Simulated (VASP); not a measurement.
Bulk modulus of fcc metals: r2SCAN against PBE

VASP (plane waves, PAW); cells keep the symmetry of their structure type. Static lattice, from a third-order Birch-Murnaghan fit over five volumes at each level.

Here x stands for PBE B0 and y for r2SCAN B0.

```csv
solid,PBE B0 (GPa),r2SCAN B0 (GPa),cut-off (eV)
Al,78.5,92.7,520
Ag,89.2,102.2,520
Cu,139.7,162.1,520
Pt,250.0,273.9,520
Rh,256.8,281.6,520
Ir,348.4,?,520
```

The 5 complete rows are fitted with a straight line, y against x. With u = x - 163, the rows have u = -84.50, -73.80, -23.30, 87.00, 93.80. Means: u -0.16000, y 182.50. About the means, the sum of products is 31237 and the sum of squares of u is 29497; the slope is their ratio. Least squares gives y = 182.67 + 1.05899·u. Residuals (row less fit): -0.49, -2.32, 4.10, -0.90, -0.40; standard error 2.79 (degrees of freedom: 3). The slope is 1.06 with a standard error of 0.016.

What does the fit predict for y at x = 348.4, and how far is the calculated value from it?

u = 185.40, so y = 182.67 + 1.05899 × 185.40 = 379.01 GPa. The calculation gives 377.0 GPa, 2.01 GPa below the prediction (0.7 % of the range of y in the table). The row lies outside the fitted rows, so this is an extrapolation. From the scatter of the fitted rows alone, a prediction at this place has a standard error of 4.30 GPa, so the miss is 0.5 times that.

The rows are a random draw from the solids of this series computed here; series whose standard error about the line passes 12 to 30 % of the range of y, or with no trend, aren't shown in this form.
